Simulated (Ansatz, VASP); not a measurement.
**Cross-check of ZrB2 between VASP and Ansatz**

Wanted: the spread between two codes on one cell, functional and k mesh. Of the first pair: The structure shown is the end of the Ansatz relaxation below.

Calculated with Ansatz 0.2.0; plane waves, with VASP 6.6.1 beside it; single point at PBEsol and zone-centre phonons at PBEsol.

## 1. Set-up

The structure is hexagonal, space group P6/mmm (No. 191). The conventional cell has a = 3.132 Å, b = 3.132 Å, c = 3.648 Å, α = 90.00°, β = 90.00°, γ = 120.00°. B has 3 B at 1.81 Å and 6 Zr at 2.57 Å nearest. Zr has 12 B at 2.57 Å nearest. Farther neighbours are not listed.

## 2. Ansatz: relaxation, PBEsol

Ansatz runs on its PAW soft_1 files.

This run makes the geometry at which the two programs are then compared.

File input.yaml:

```yaml
crystal:
  lattice:
    - [3.1372197033, 0.0, 0.0]
    - [-1.5686098517, 2.7169119603, 0.0]
    - [0.0, 0.0, 3.6477331262]
  atoms:
    - { symbol: B, position: [0.3333333335, 0.6666666665, 0.5] }
    - { symbol: B, position: [0.6666666665, 0.3333333335, 0.5] }
    - { symbol: Zr, position: [0.0, 0.0, 0.0] }
kpoints:
  mp_grid: { grid: [15, 15, 12] }
hamiltonian:
  xc: pbesol
  pseudopotentials: { kind: paw, azcp: { folder: soft_1 }, xc_functional: pbe }
scf:
  occupations: { method: methfessel_paxton, width: 0.2 }
output:
  forces: true
  stress: true
  eigenvalues: true
relax:
  adjacent_minimum: "off"
  f_tol: 0.001
  max_steps: 60
  cell: { stress_tol: 0.01, fix: [c, angles] }
```

On the command line:

```bash
ansatz run input.yaml --threads 4 --pin off --max-ram 10240MiB --backend cpu --events-out ev --progress --plain --runs-dir out
```

Numbers of over 12 decimals in the logs are rounded to 6 here.

Log:

```text
Warning: crystal.symmetry: narrowed to the stabiliser of the fixed cell quantities (relax.cell.fix) — unitary ops 24 → 8. The narrowing is safe, since a smaller group never makes results wrong: the run goes on under it, on as many k-points as the starting group would need, or more. Excluded: 16 operations that would move a fixed cell quantity at a test strain (relax.cell.fix fixes c, alpha, beta, gamma). The cell can leave their symmetry as it relaxes.
Engine: ansatz 0.2.0, x86_64-unknown-linux-gnu
Pseudopotentials: kind: paw
Pseudopotential: B, paw, valence charge 3, recommended cutoff 420 eV (normal), soft_1/B.paw.azcp
Pseudopotential: Zr, paw, valence charge 12, recommended cutoff 420 eV (normal), soft_1/Zr.paw.azcp
Functional definition: PBEsol
  exchange = pbesol_x
  correlation = pbesol_c
Crystal: 3 atoms, lattice volume = 31.092 Å³
Basis set: ecut = 420 eV, 565 PW (Γ), exchange–correlation on 48×48×50 points (8 copies of the dense FFT grid, shifted against one another)
Bands: 13, of which v1, the nominal top of the filled ones, is band 9 counted from 1 (8 counted from 0)
Symmetry: 8 space group operations
k-points: 448 of 2700
Non-local potential: B, projectors of the file, l = 0: 2, l = 1: 2, l = 2: 1
Non-local potential: Zr, projectors of the file, l = 0: 3, l = 1: 2, l = 2: 2, l = 3: 1
PAW form: soft (Blöchl's): semilocal exchange-correlation on the pseudo side does not see the compensation charge
PAW frozen core: B, regenerated for the run's functional, and the local potential with it (the file was generated under x = pbe(κ = 0.804, μ = 0.219515), c = pbe(β = 0.066725))
PAW frozen core: Zr, regenerated for the run's functional, and the local potential with it (the file was generated under x = pbe(κ = 0.804, μ = 0.219515), c = pbe(β = 0.066725))
PAW one-centre angular grid: B, 110 points (default); XC on 64 Gauss nodes
PAW one-centre angular grid: Zr, 590 points (default); XC on 64 Gauss nodes
Initial density: superposition of atomic densities (chi_scale 0.1, normalization cell, long waves kept (reshape's long-wave potential 0.00 eV rms))
Initial wavefunctions: pseudopotential atomic-orbital guess
Functional: x = pbesol(κ = 0.804, μ = 0.123457), c = pbesol(β = 0.046)
SCF iter   1: F=—  HF=-4437.704142 eV  |F-HF|=—  |Δ(HF+E_count)|=         —  Δρ=5.57e-2  dr2=1.79e0  ethr=3.10e-3  ⟨swp⟩=4.9  Hψ=27992  notcnv=0
preconditioner: auto → none  [metal: Δε(μ)=0.050 eV  Ē_g=16.917 eV  σ=0.200 eV  W_gap=0.21  n_scr=8 (ndim 8)  ℏωp=26.6 eV  f_vac=0.000  D(μ)=0.23/eV (n_scr^D=0)  sad-step TF]
SCF iter   2: F=—  HF=-4437.298887 eV  |F-HF|=—  |Δ(HF+E_count)|=   4.05e-1  S|Δr|=    0.00e0  Δρ=2.79e-2  dr2=4.00e-1  ethr=3.10e-3  ⟨swp⟩=2.1  Hψ=11416  notcnv=0
SCF iter   3: F=—  HF=-4437.184208 eV  |F-HF|=—  |Δ(HF+E_count)|=   1.15e-1  S|Δr|=    0.00e0  Δρ=2.31e-3  dr2=6.67e-4  ethr=2.22e-3  ⟨swp⟩=2.1  Hψ=10055  notcnv=0
SCF iter   4: F=—  HF=-4437.184783 eV  |F-HF|=—  |Δ(HF+E_count)|=   5.75e-4  S|Δr|=    0.00e0  Δρ=3.84e-4  dr2=3.27e-5  ethr=3.71e-6  ⟨swp⟩=2.4  Hψ=13102  notcnv=0
SCF iter   5: F=—  HF=-4437.184801 eV  |F-HF|=—  |Δ(HF+E_count)|=   1.73e-5  S|Δr|=    0.00e0  Δρ=4.53e-5  dr2=8.03e-7  ethr=1.81e-7  ⟨swp⟩=2.1  Hψ=8680  notcnv=0
SCF iter   6: F=-4437.184801 eV  HF=-4437.184801 eV  |F-HF|=3.16e-9  |Δ(HF+E_count)|=   1.18e-7  S|Δr|=    0.00e0  Δρ=7.55e-6  dr2=8.37e-9  ethr=5.56e-10  ⟨swp⟩=5.3  Hψ=27492  notcnv=0
SCF 1 converged in 6 iterations: F = -4437.184801 eV  dr2 = 8.37e-9
  greatest PAW one-centre occupation: 0.996 electrons in one spin orbital (limit 2), on the Zr atom at site 2 (counted from 0), in its partial waves of l = 0
relax step   1: F+E_penalty+E_count = -4437.18480070 eV  Δ(F+E_penalty+E_count) = +0.000e0 eV  max|allowed force component| = 1.830e-7 eV/Å  Δτ_max = 0.0000 Å  P = -5.830 GPa  Ω = 31.092 Å³  fix = [c, alpha, beta, gamma]  reactions: c -15.417 GPa; gamma +0.000 GPa/rad  (6 SCF iters, dr2 threshold 1.00e-7 eV, accepted)
[...]
relax step   2: F+E_penalty+E_count = -4437.18520112 eV  Δ(F+E_penalty+E_count) = -4.004e-4 eV  max|allowed force component| = 1.662e-7 eV/Å  Δτ_max = 0.0000 Å  P = -4.962 GPa  Ω = 30.978 Å³  energy of the carried Pulay correction = +6.774e-5 eV  fix = [c, alpha, beta, gamma]  reactions: c -15.086 GPa; gamma -0.000 GPa/rad  (3 SCF iters, dr2 threshold 3.00e-7 eV, accepted)
[...]
relax step   3: F+E_penalty+E_count = -4437.18519839 eV  Δ(F+E_penalty+E_count) = +2.726e-6 eV  max|allowed force component| = 3.053e-9 eV/Å  Δτ_max = 0.0000 Å  P = -5.038 GPa  Ω = 30.988 Å³  energy of the carried Pulay correction = +6.176e-5 eV  fix = [c, alpha, beta, gamma]  reactions: c -15.115 GPa; gamma -0.000 GPa/rad  (3 SCF iters, dr2 threshold 2.52e-8 eV, accepted)
[...]
relax step   4: F+E_penalty+E_count = -4437.18513925 eV  Δ(F+E_penalty+E_count) = +5.914e-5 eV  max|allowed force component| = 2.305e-8 eV/Å  Δτ_max = 0.0000 Å  P = -5.041 GPa  Ω = 30.988 Å³  fix = [c, alpha, beta, gamma]  reactions: c -15.117 GPa; gamma -0.000 GPa/rad  stress off target by 2.33e-3 GPa on what of the cell is left free  SCF on the basis re-selected at this cell (its energy is not comparable with the rows above)  (5 SCF iters)
basis re-selected at this cell: Δ(F+E_penalty+E_count) = +5.914e-5 eV, ΔP = -0.003 GPa vs the last step (what re-selecting the basis moved, of the pressure what is left beyond the Pulay correction that the steps carried, after the strain that the cell walked since its last selection, with what the two solves' SCF thresholds leave and, on support functions, any second-order correction that the steps lacked; it is no m [...]
SCF converged after 5 iterations
Stability not checked: this state was not tested for a lower state beside it, because cold or Methfessel-Paxton smearing, or corrected tetrahedra, fill the levels in a way that the test cannot read (fill_not_monotonic; see scf.lower_state_search)
Free energy (F): -4437.185139 eV
Harris-Foulkes:  -4437.185139 eV  (|F-HF|=9.09e-13)
Internal energy: -4437.185884 eV  (E = F + TS)
E sigma→0 (E₀):  -4437.185326 eV
Entropy (-TS):   0.000745 eV (0.248 meV/atom)
Fermi energy:    15.476036 eV
--- Per-component energies (eV) ---
  E_band       = -29.507350
  E_kinetic    = 417.568919
  E_local      = -534.463252  (includes V_loc(G=0)·N_el)
  E_nonlocal   = 91.037513
  E_hartree    = 179.822633
  E_xc         = -221.337988
  E_vxc        = -262.688157  (∫ρ·V_xc dr)
  E_paw        = -3059.875135  (= ΣΔE_a)
  E_vpaw       = -100.607624  (= ΣTr[D̂ρ^β])
  E_aug_tail   = -0.000010  (compensation charges beyond the density's cutoff)
  E_ewald      = -1310.133707
  E_core_change = 0.195143  (= ΣΔE_core)
  E_smearing   = 0.000745  (= −TS)
  E_closure    = 0.000000  (closes the sum)
  Σ components = -4437.185139   (vs F -4437.185139, Δ=0.00e0)
--- Forces (eV/Å), atoms counted from 1 ---
  atom   1  B      0.00000002    -0.00000001     0.00000000
  atom   2  B     -0.00000002     0.00000001    -0.00000000
  atom   3  Zr     0.00000000     0.00000000     0.00000000
  max |Σ_I F_I| component: 5.55e-17 eV/Å
--- Stress (GPa, compression-positive) ---
       -0.002335       0.000000      -0.000000
        0.000000      -0.002335      -0.000000
       -0.000000      -0.000000     -15.117155
  P = ⅓ Tr σ = -5.0406 GPa (-50.406 kbar)
--- Band table (eV; the first three rows and the last of 448) ---
  k-point 0: bands = [... 5 lower, 12.7812, 12.8645, 13.2214, 13.2214, 18.9166, 18.9166, 19.3316, 19.3316]
  k-point 1: bands = [... 5 lower, 11.9655, 13.2820, 13.2820, 13.6411, 18.4863, 18.4863, 19.1470, 19.1470]
  k-point 2: bands = [... 5 lower, 11.0816, 13.4619, 13.4619, 14.4259, 17.7644, 17.7644, 18.6526, 18.6526]
  k-point 447: bands = [... 5 lower, 8.5153, 11.1769, 11.4182, 13.5618, 18.6927, 19.7093, 20.8820, 21.2301]
--- Relaxed structure (3 steps of the walk, 3 accepted, 1 SCFs on fresh bases) ---
  F+E_penalty+E_count = -4437.18513925 eV   max|allowed force component| = 2.305e-8 eV/Å   (the final SCF, on the basis selected at the relaxed cell)
  cell:  # Å, volume = 30.9880 Å³
    - [3.131986, 2.881938868031342e-11, 0.0]
    - [-1.565993, 2.712379, 0.0]
    - [0.0, 0.0, 3.6477331262]
  atoms:
    - { symbol: B, position: [0.333333, 0.666667, 0.5] }
    - { symbol: B, position: [0.666667, 0.333333, 0.5] }
    - { symbol: Zr, position: [0, 0, 0.0] }
```

## 3. VASP: single point, PBEsol

The same cell, functional, mesh and smearing now go to VASP, with its own data sets.

Lines of VASP's logs that name or quote its potential files are left out, and so is its time.

File INCAR:

```
SYSTEM = ZrB2
PREC = Accurate
ENCUT = 500
EDIFF = 1E-06
NELM = 120
ISMEAR = 1
SIGMA = 0.2
LREAL = .FALSE.
ALGO = Normal
GGA = PS
NBANDS = 15
LASPH = .TRUE.
LORBIT = 11
LWAVE = .FALSE.
LCHARG = .FALSE.
ISIF = 2
GGA_COMPAT = .FALSE.
KPAR = 2
```

File POSCAR:

```
ZrB2
1.0
    3.1319855427      0.0000000000      0.0000000000
   -1.5659927714      2.7123790442      0.0000000000
    0.0000000000      0.0000000000      3.6477331262
B Zr
2 1
Direct
    0.3333333332      0.6666666668      0.5000000000
    0.6666666668      0.3333333332      0.5000000000
    0.0000000000      0.0000000000      0.0000000000
```

File KPOINTS:

```
Automatic mesh
0
Gamma
15 15 12
0 0 0
```

The projector-augmented-wave data sets are B and Zr_sv (PBE family, release 64).

On the command line:

```bash
mpirun -np 2 vasp_std
```

Log:

```text
[banner, memory and clock lines left out]
running    2 mpi-ranks, on    1 nodes
 distrk:  each k-point on    1 cores,    2 groups
 distr:  one band on    1 cores,    1 groups

 POSCAR found type information on POSCAR B Zr
 POSCAR found :  2 types and       3 ions
|                                                                             |
|               ----> ADVICE to this user running VASP <----                  |
|                                                                             |
|     You enforced a specific xc type in the INCAR file but a different       |
|     [... a line on the potential file left out ...]
|     I HOPE YOU KNOW WHAT YOU ARE DOING!                                     |
|                                                                             |

 LDA part: xc-table for (Slater+PW92), standard interpolation
 POSCAR, INCAR and KPOINTS ok, starting setup
 FFT: planning ... GRIDC
 FFT: planning ... GRID_SOFT
 FFT: planning ... GRID
 WAVECAR not read
 entering main loop
       N       E                     dE             d eps       ncg     rms          rms(c)
DAV:   1     0.991210797609E+02    0.99121E+02   -0.95422E+03  5670   0.116E+03
DAV:   2    -0.248600440423E+02   -0.12398E+03   -0.11941E+03  7245   0.298E+02
DAV:   3    -0.290091640198E+02   -0.41491E+01   -0.41188E+01  9268   0.469E+01
DAV:   4    -0.290682553489E+02   -0.59091E-01   -0.59071E-01  6448   0.534E+00
DAV:   5    -0.290698076563E+02   -0.15523E-02   -0.15523E-02  8837   0.566E-01    0.212E+01
DAV:   6    -0.263884563025E+02    0.26814E+01   -0.64859E+00  7067   0.172E+01    0.870E+00
DAV:   7    -0.263509351144E+02    0.37521E-01   -0.66036E-01  8100   0.513E+00    0.330E+00
DAV:   8    -0.263498852544E+02    0.10499E-02   -0.94900E-02  6725   0.253E+00    0.485E-01
DAV:   9    -0.263464017145E+02    0.34835E-02   -0.21375E-02  7342   0.107E+00    0.213E-01
DAV:  10    -0.263459451299E+02    0.45658E-03   -0.19843E-03  6625   0.418E-01    0.335E-02
DAV:  11    -0.263459568842E+02   -0.11754E-04   -0.75511E-05  7502   0.834E-02    0.104E-02
DAV:  12    -0.263459550518E+02    0.18324E-05   -0.26124E-06  6656   0.119E-02    0.592E-03
DAV:  13    -0.263459549302E+02    0.12164E-06   -0.46034E-07  3486   0.577E-03
   1 F= -.26345955E+02 E0= -.26346204E+02  d E =0.746942E-03
```

From OUTCAR (step 3):

```text
ion  position               nearest neighbor table
   1  0.333  0.667  0.500-   2 1.81   2 1.81   2 1.81   3 2.57   3 2.57   3 2.57   3 2.57   3 2.57
                             3 2.57
   2  0.667  0.333  0.500-   1 1.81   1 1.81   1 1.81   3 2.57   3 2.57   3 2.57   3 2.57   3 2.57
                             3 2.57
   3  0.000  0.000  0.000-   1 2.57   2 2.57   1 2.57   2 2.57   1 2.57   1 2.57   2 2.57   2 2.57
                             2 2.57   2 2.57   1 2.57   1 2.57

  LATTYP: Found a hexagonal cell.
 ALAT       =     3.1319855427
 C/A-ratio  =     1.1646711252

 Subroutine GETGRP returns: Found 24 space group operations
 (whereof 24 operations were pure point group operations)

The static configuration has the point symmetry D_6h.

 Found    189 irreducible k-points:

   k-points           NKPTS =    189   k-points in BZ     NKDIM =    189   number of bands    NBANDS=     15

   dimension x,y,z NGX =    24 NGY =   24 NGZ =   28
   dimension x,y,z NGXF=    48 NGYF=   48 NGZF=   56

   ENCUT  =  500.0 eV  36.75 Ry    6.06 a.u.   5.71  5.71  6.65*2*pi/ulx,y,z

   NELECT =      18.0000    total number of electrons

 k-points in reciprocal lattice and weights: Automatic mesh
   0.00000000  0.00000000  0.00000000       0.000
   0.06666667 -0.00000000  0.00000000       0.002
   0.13333333 -0.00000000  0.00000000       0.002
   0.20000000  0.00000000  0.00000000       0.002
   0.26666667 -0.00000000  0.00000000       0.002
   0.33333333  0.00000000  0.00000000       0.002
   0.40000000 -0.00000000  0.00000000       0.002
   0.46666667 -0.00000000  0.00000000       0.002
   0.06666667  0.06666667  0.00000000       0.002
[...]
0.33333333  0.26666667  0.50000000       0.004
   0.33333333  0.33333333  0.50000000       0.001

 average (electrostatic) potential at core
       1 -22.1083       2 -22.1083       3 -72.7966

 E-fermi :  10.2863

 k-point     1 :       0.0000    0.0000    0.0000
  band No.  band energies     occupation
    ...
      5      -2.3797      2.00000
      6       7.5911      2.00000
      7       7.6726      2.00000
      8       8.0327      2.00000
      9       8.0327      2.00000
     10      13.7307     -0.00000
     11      13.7307     -0.00000
     12      14.1475     -0.00000
     13      14.1475     -0.00000
     14      15.7723      0.00000
    ...

 k-point     2 :       0.0667   -0.0000    0.0000
  band No.  band energies     occupation
    ...
      5      -2.2902      2.00000
      6       7.5814      2.00000
      7       7.6880      2.00000
      8       7.7613      2.00000
      9       8.0294      2.00000
     10      13.6701     -0.00000
     11      13.6971     -0.00000
     12      13.8603     -0.00000
     13      13.8866     -0.00000
     14      16.0178      0.00000
    ...

 k-point     3 :       0.1333   -0.0000    0.0000
  band No.  band energies     occupation
    ...
      5      -2.0283      2.00000
      6       7.0535      2.00000
      7       7.3452      2.00000
      8       7.9577      2.00000
      9       8.0022      2.00000
     10      12.9224     -0.00000
     11      13.5053     -0.00000
     12      13.5924     -0.00000
     13      14.1287     -0.00000
     14      16.3093      0.00000
    ...

  Total        0.0580508      0.0580508     -2.8743762     -0.0000000     -0.0000000      0.0000000
  in kB        3.0014094      3.0014094   -148.6144401     -0.0000000     -0.0000000      0.0000000
  external PRESSURE =     -47.5372071 kB  Pullay stress =       0.0000000 kB

  energy-cutoff  :      500.00
  volume of cell :       30.99
      direct lattice vectors                 reciprocal lattice vectors
     3.131985543  0.000000000  0.000000000     0.319286276  0.184340017  0.000000000
    -1.565992771  2.712379044  0.000000000     0.000000000  0.368680035  0.000000000
     0.000000000  0.000000000  3.647733126     0.000000000  0.000000000  0.274142862

 POSITION                                       TOTAL-FORCE (eV/Angst)
 -----------------------------------------------------------------------------------
     -0.00000      1.80825      1.82387         0.000000      0.000000     -0.000000
      1.56599      0.90413      1.82387        -0.000000     -0.000000      0.000000
      0.00000      0.00000      0.00000        -0.000000      0.000000     -0.000000
 -----------------------------------------------------------------------------------
    total drift:                                0.000000     -0.000000     -0.000000

  FREE ENERGIE OF THE ION-ELECTRON SYSTEM (eV)
  ---------------------------------------------------
  free  energy   TOTEN  =       -26.3459549302 eV

  energy  without entropy=      -26.3467018720  energy(sigma->0) =      -26.34620391

 total charge
# of ion       s       p       d       tot
------------------------------------------
    1        0.664   1.244   0.000   1.908
    2        0.664   1.244   0.000   1.908
    3        2.171   6.021   1.765   9.957
--------------------------------------------------
tot          3.499   8.509   1.765  13.772

[... 3 further parts left out ...]
```

The run ends at a pressure of -4.75 GPa.

## 4. Differences

Known differences besides the potentials themselves: the cutoff is 420 eV in Ansatz and 500 eV in VASP; Ansatz makes its cores anew for this functional, VASP keeps those of its PBE data sets; Ansatz's pressure holds a Pulay correction, VASP's none. Total energies have different zeros and are not compared.

Compared:

| quantity | Ansatz | VASP | difference |
| --- | --- | --- | --- |
| pressure (GPa) | -5.04 | -4.75 | -0.29 |

[end of part 1 of 2]

[Lines on the potential files, build, host, timing and source positions are cut from VASP's logs without a mark.]

[Logs are printed without paths, hosts, clocks, repeated set-up lines and the standing remarks that a program may print on its own settings, such as how far it seeks lower states.]

[Hosts, paths, dates, database ids (printed as entryN), source tags and the programs' standing remarks are cut or masked in the printed files.]
